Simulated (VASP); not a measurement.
An input for Ansatz (written as the equivalent of a VASP run, and not itself run):

Ansatz 0.2 input:
```yaml
crystal:
  lattice:
    - [4.6685040, 0.0000000, 0.0000000]
    - [-2.3342520, 4.0430430, 0.0000000]
    - [0.0000000, 0.0000000, 7.3448400]
  atoms:
    - { symbol: Pb, position: [0.0000000, 0.0000000, 0.0000000] }
    - { symbol: I, position: [0.6666670, 0.3333330, 0.7409500] }
    - { symbol: I, position: [0.3333330, 0.6666670, 0.2590500] }
kpoints:
  mp_grid: { grid: [4, 4, 3] }
hamiltonian:
  xc: revpbe
  pseudopotentials: { kind: paw }
scf:
  occupations: { method: gaussian, width: 0.01 }
  max_iter: 100
relax:
  max_steps: 50
  f_tol: 0.01
  cell: {}
output: { forces: true, stress: true, eigenvalues: true }
```

Question: Write the VASP files for the same calculation (revPBE).

Answer: One answer among several that fit: 
KPOINTS:
```
Automatic mesh
0
gamma
  4 4 3
0 0 0
```

**INCAR**
```
ALGO=Normal
EDIFF=1E-6
EDIFFG=-0.01
ENCUT=300
GGA=RE
IBRION=2
ISIF=3
ISMEAR=0
LASPH=.TRUE.
LCHARG=.FALSE.
LMAXMIX=4
LREAL=.FALSE.
LWAVE=.FALSE.
NELM=100
NSW=50
PREC=Accurate
SIGMA=0.01
SYSTEM=PbI2
```

File POSCAR:
```
PbI2
1
    4.6685040000     0.0000000000     0.0000000000
   -2.3342520000     4.0430430000     0.0000000000
    0.0000000000     0.0000000000     7.3448400000
Pb I
1 2
Direct
  0.0000000000   0.0000000000   0.0000000000
  0.6666670000   0.3333330000   0.7409500000
  0.3333330000   0.6666670000   0.2590500000
```

POTCAR, in this order: Pb_d I (PBE.64 set). Program: vasp_std.

What does not carry over: each code has its own PAW files, so the cut-off isn't converted (ENCUT is set for VASP's; basis.ecutwfc is left out, and Ansatz then takes the one that its files recommend); Ansatz stops its SCF on the density residual and VASP on the energy change (EDIFF).

The structure comes from a computed database's PbI2 entry; how it stands against other phases isn't given here. This run relaxes it. Symmetry was kept, so distortions that lower it aren't found. The run is one of a series of settings (EDIFFG = -0.01, IBRION = 2, ISIF = 3, NSW = 50 against the base run), some of them coarse on purpose.
